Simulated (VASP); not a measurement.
Here is a VASP 6.6.1 calculation.

Contents of INCAR:

```
PREC = Accurate
ENCUT = 520
EDIFF = 1E-7
ISMEAR = -1
SIGMA = 0.05
LREAL = F
LASPH = T
NELM = 80
ALGO = Normal
ISIF = 2
LWAVE = F
LCHARG = F
GGA = PE
NBANDS = 42
```

The input KPOINTS:

```
regular mesh
0
Gamma
  5 7 4
```

POSCAR

```
Ag4AuS2
1.0
    5.1708000000      0.0000000000      0.0000000000
    0.0000000000      3.9750120000      0.0000000000
   -0.4518180000      0.0000000000      6.8818640000
Au Ag S
1 4 2
Direct
    0.0000000000      0.5000000000      0.5000000000
    0.2921090000      0.5000000000      0.1331000000
    0.6967860000      0.0000000000      0.2702700000
    0.3032140000      0.0000000000      0.7297300000
    0.7078910000      0.5000000000      0.8669000000
    0.0000000000      0.0000000000      0.0000000000
    0.5000000000      0.5000000000      0.5000000000
```

Potentials or basis: VASP PAW PBE potentials, release 64 (Au, Ag, S).

Command:

```console
$ cat potpaw_PBE.64/Au/POTCAR potpaw_PBE.64/Ag/POTCAR potpaw_PBE.64/S/POTCAR > POTCAR
$ mpirun -np 1 vasp_std > vasp.out
```

**Question.** Predict the pressure.

**Answer.** -0.7 GPa.

**Question.** Estimate the largest force.

**Answer.** 0.041 eV/Å.

**Question.** What does it give for the band gap on the k mesh?

**Answer.** None (metal or under the smearing width).

Stress tensor (GPa, compression positive):
```
-1.01  0.00  0.05
 0.00 -0.65  0.00
 0.05  0.00 -0.58
```

The run has no spin-orbit coupling, so splittings on Au are missing.
